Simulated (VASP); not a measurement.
Level of theory: AM05 GGA, VASP's PBE PAW potentials (set 64) (plane waves; VASP 6.6.1).

A VASP calculation is set up with these files.

**POSCAR**
```
Ir
1
    0.0000000000     1.9200000000     1.9200000000
    1.9200000000     0.0000000000     1.9200000000
    1.9200000000     1.9200000000     0.0000000000
Ir
1
Direct
  0.0000000000   0.0000000000   0.0000000000
```

KPOINTS:
```
Automatic
0
gamma
15 15 15
```

### INCAR
```
SYSTEM=Ir
PREC=Accurate; ENCUT=520; LREAL=.FALSE.
LASPH=.TRUE.
EDIFF=1E-6; NELM=100; ALGO=Normal
LMAXMIX=6
ISMEAR=1; SIGMA=0.1
GGA=AM
IBRION=2; NSW=60; ISIF=3
EDIFFG=-0.01
LWAVE=.FALSE.; LCHARG=.FALSE.
```

POTCAR, in this order: Ir (PBE.64 set). Program: vasp_std.

Output

File OUTCAR:
```
 ion  position               nearest neighbor table
   1  0.000  0.000  0.000-
  LATTYP: Found a face centered cubic cell.
 ALAT       =     3.8400000000
 Subroutine PRICEL returns:
 Original cell was already a primitive cell.
 Subroutine GETGRP returns: Found 48 space group operations
The static configuration has the point symmetry O_h .
The dynamic configuration has the point symmetry O_h .
 Subroutine INISYM returns: Found 48 space group operations
 Subroutine IBZKPT returns following result:
 Found    120 irreducible k-points:

 Following reciprocal coordinates:
            Coordinates               Weight
  0.000000  0.000000  0.000000      1.000000
  0.066667  0.000000  0.000000      8.000000
  0.133333  0.000000  0.000000      8.000000
  0.200000  0.000000  0.000000      8.000000
  0.266667  0.000000  0.000000      8.000000
  0.333333  0.000000  0.000000      8.000000
  0.400000  0.000000  0.000000      8.000000
  0.466667  0.000000  0.000000      8.000000
  0.066667  0.066667  0.000000      6.000000
  0.133333  0.066667  0.000000     24.000000
  0.200000  0.066667  0.000000     24.000000
  0.266667  0.066667  0.000000     24.000000
  0.333333  0.066667  0.000000     24.000000
  0.400000  0.066667  0.000000     24.000000
  0.466667  0.066667  0.000000     24.000000
 -0.466667  0.066667  0.000000     24.000000
 -0.400000  0.066667  0.000000     24.000000
 -0.333333  0.066667  0.000000     24.000000
 -0.266667  0.066667  0.000000     24.000000
 -0.200000  0.066667  0.000000     24.000000
 -0.133333  0.066667  0.000000     24.000000
 -0.066667  0.066667  0.000000     12.000000
  0.133333  0.133333  0.000000      6.000000
  0.200000  0.133333  0.000000     24.000000
  0.266667  0.133333  0.000000     24.000000
  0.333333  0.133333  0.000000     24.000000
  0.400000  0.133333  0.000000     24.000000
  0.466667  0.133333  0.000000     24.000000
 -0.466667  0.133333  0.000000     24.000000
 -0.400000  0.133333  0.000000     24.000000
 -0.333333  0.133333  0.000000     24.000000
 -0.266667  0.133333  0.000000     24.000000
 -0.200000  0.133333  0.000000     24.000000
 -0.133333  0.133333  0.000000     12.000000
  0.200000  0.200000  0.000000      6.000000
  0.266667  0.200000  0.000000     24.000000
  0.333333  0.200000  0.000000     24.000000
  0.400000  0.200000  0.000000     24.000000
  0.466667  0.200000  0.000000     24.000000
 -0.466667  0.200000  0.000000     24.000000
   k-points           NKPTS =    120   k-points in BZ     NKDIM =    120   number of bands    NBANDS=      8
   number of dos      NEDOS =    301   number of ions     NIONS =      1
   total plane-waves  NPLWV =   8000
   dimension x,y,z NGX =    20 NGY =   20 NGZ =   20
   dimension x,y,z NGXF=    40 NGYF=   40 NGZF=   40
   ions per type =               1
   PREC   = accura    normal or accurate (medium, high low for compatibility)
   ISTART =      0    job   : 0-new  1-cont  2-samecut
   ICHARG =      2    charge: 1-file 2-atom 10-const
   ISPIN  =      1    spin polarized calculation?
   LNONCOLLINEAR =      F non collinear calculations
   LSORBIT =      F    spin-orbit coupling
   INIWAV =      1    electr: 0-lowe 1-rand  2-diag
   ENCUT  =  520.0 eV  38.22 Ry    6.18 a.u.   5.05  5.05  5.05*2*pi/ulx,y,z
   NELM   =    100;   NELMIN=  2; NELMDL= -5     # of ELM steps
   EDIFF  = 0.1E-05   stopping-criterion for ELM
   LREAL  =      F    real-space projection
   NLSPLINE    = F    spline interpolate recip. space projectors
   LMAXMIX     =    6 max onsite mixed and CHGCAR
   VOSKOWN=      0    Vosko Wilk Nusair interpolation
...
```

### OSZICAR
```
       N       E                     dE             d eps       ncg     rms          rms(c)
DAV:   1     0.406528400846E+02    0.40653E+02   -0.45013E+03  1976   0.102E+03
DAV:   2    -0.956512975217E+01   -0.50218E+02   -0.48328E+02  1928   0.203E+02
DAV:   3    -0.101620568472E+02   -0.59693E+00   -0.59400E+00  2904   0.300E+01
DAV:   4    -0.101650402904E+02   -0.29834E-02   -0.29826E-02  2408   0.143E+00
DAV:   5    -0.101650658682E+02   -0.25578E-04   -0.25578E-04  2880   0.823E-02    0.154E+01
DAV:   6    -0.965603732489E+01    0.50903E+00   -0.10691E+00  2216   0.144E+01    0.628E+00
DAV:   7    -0.955979197588E+01    0.96245E-01   -0.34215E-01  2528   0.753E+00    0.157E+00
DAV:   8    -0.955462625362E+01    0.51657E-02   -0.17527E-03  2096   0.657E-01    0.804E-01
DAV:   9    -0.955251720124E+01    0.21091E-02   -0.14648E-03  2440   0.659E-01    0.177E-02
DAV:  10    -0.955251765674E+01   -0.45550E-06   -0.51215E-06  2600   0.269E-02
   1 F= -.95525177E+01 E0= -.95523981E+01  d E =-.955252E+01
       N       E                     dE             d eps       ncg     rms          rms(c)
DAV:   1    -0.971202981682E+01   -0.15951E+00   -0.83277E+00  2088   0.481E+01    0.576E+00
DAV:   2    -0.952838730929E+01    0.18364E+00   -0.42074E-01  2144   0.930E+00    0.150E+00
DAV:   3    -0.950375442989E+01    0.24633E-01   -0.10159E-01  2312   0.421E+00    0.375E-01
DAV:   4    -0.950373763821E+01    0.16792E-04   -0.84695E-04  2560   0.298E-01    0.177E-01
DAV:   5    -0.950386325083E+01   -0.12561E-03   -0.50119E-04  2608   0.181E-01    0.896E-03
DAV:   6    -0.950387623888E+01   -0.12988E-04   -0.85132E-06  2536   0.234E-02    0.283E-03
DAV:   7    -0.950387658423E+01   -0.34536E-06   -0.22061E-07  1392   0.364E-03
   2 F= -.95038766E+01 E0= -.95037335E+01  d E =0.486411E-01
       N       E                     dE             d eps       ncg     rms          rms(c)
DAV:   1    -0.968991979070E+01   -0.18604E+00   -0.53213E+00  2064   0.385E+01    0.340E+00
DAV:   2    -0.956919289516E+01    0.12073E+00   -0.31359E-01  2128   0.775E+00    0.157E+00
DAV:   3    -0.955560614441E+01    0.13587E-01   -0.59309E-02  2368   0.309E+00    0.528E-01
DAV:   4    -0.955553144213E+01    0.74702E-04   -0.89746E-04  2536   0.300E-01    0.132E-01
DAV:   5    -0.955557438855E+01   -0.42946E-04   -0.77418E-05  2720   0.805E-02    0.198E-02
DAV:   6    -0.955558190034E+01   -0.75118E-05   -0.34509E-06  2512   0.127E-02    0.459E-04
DAV:   7    -0.955558191757E+01   -0.17231E-07   -0.31595E-08  1024   0.193E-03
   3 F= -.95555819E+01 E0= -.95554583E+01  d E =-.306426E-02
```

OUTCAR:
```
------------------------ aborting loop because EDIFF is reached ----------------------------------------
  FORCE on cell =-STRESS in cart. coord.  units (eV):
  Direction    XX          YY          ZZ          XY          YZ          ZX
  --------------------------------------------------------------------------------------
  Total       -0.0098485     -0.0098485     -0.0098485      0.0000000      0.0000000      0.0000000
  in kB       -1.1293742     -1.1293742     -1.1293742      0.0000000      0.0000000      0.0000000
  external PRESSURE =      -1.1293742 kB  Pullay stress =       0.0000000 kB
  volume of cell :       13.97
      direct lattice vectors                 reciprocal lattice vectors
     0.000000000  1.911629020  1.911629020    -0.261557025  0.261557025  0.261557025
     1.911629020  0.000000000  1.911629020     0.261557025 -0.261557025  0.261557025
     1.911629020  1.911629020 -0.000000000     0.261557025  0.261557025 -0.261557025
 POSITION                                       TOTAL-FORCE (eV/Angst)
 -----------------------------------------------------------------------------------
      0.00000      0.00000      0.00000         0.000000     -0.000000      0.000000
 -----------------------------------------------------------------------------------
    total drift:                                0.000000      0.000000      0.000000
  FREE ENERGIE OF THE ION-ELECTRON SYSTEM (eV)
  ---------------------------------------------------
  free  energy   TOTEN  =        -9.5555819176 eV

  energy  without entropy=       -9.5552110305  energy(sigma->0) =       -9.55545829

 reached required accuracy - stopping structural energy minimisation
```
(Selected blocks of OUTCAR.)

CONTCAR:
```
Ir
   1.00000000000000
     0.0000000000000000    1.9116290201020218    1.9116290201020218
     1.9116290201020218    0.0000000000000000    1.9116290201020218
     1.9116290201020218    1.9116290201020218   -0.0000000000000000
  Ir
     1
Direct
     0.0000000000000000    0.0000000000000000    0.0000000000000000
```

The compound is Ir in the fcc structure. This run relaxes it. Symmetry was kept, so distortions that lower it aren't found.
